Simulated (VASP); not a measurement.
Ge:

```
Ge
1.0
     0.00000    2.82891    2.82891
     2.82891    0.00000    2.82891
     2.82891    2.82891    0.00000
Ge
2
Direct
  0.00000 0.00000 0.00000
  0.25000 0.25000 0.25000
```

```yaml
Program: VASP 6.6.1
Task: relaxation of cell and atoms
Functional: PBE
Potentials_or_basis: VASP PAW PBE potentials, release 64 (Ge_d)
Cutoff: 600 eV
k_mesh: 10 × 10 × 10
Occupations: gaussian, width 0.03 eV
Spin: no spin polarisation
```

At the start: pressure 3.5 GPa; volume 22.64 Å³/atom.

Where does the relaxation end?

Over 5 steps the energy falls by 13.4 meV/atom and the volume is 23.84 Å³/atom (+5.3 %); space group Fd-3m (No. 227, to 0.05 Å).

The path:
| step | energy change (eV) | largest force (eV/Å) | pressure (GPa) | volume (Å³) |
| --- | --- | --- | --- | --- |
| 1 | 0.0000 | 0.0000 | 3.54 | 45.28 |
| 2 | -0.0242 | 0.0000 | -1.11 | 48.64 |
| 3 | -0.0269 | 0.0000 | -0.27 | 47.78 |
| 4 | -0.0268 | 0.0000 | 0.23 | 47.60 |
| 5 | -0.0269 | 0.0000 | 0.01 | 47.68 |

Final structure:
```
CELL_PARAMETERS angstrom
0.00000 2.87812 2.87812
2.87812 0.00000 2.87812
2.87812 2.87812 0.00000
ATOMIC_POSITIONS crystal
Ge 0.00000 0.00000 0.00000
Ge 0.25000 0.25000 0.25000
```
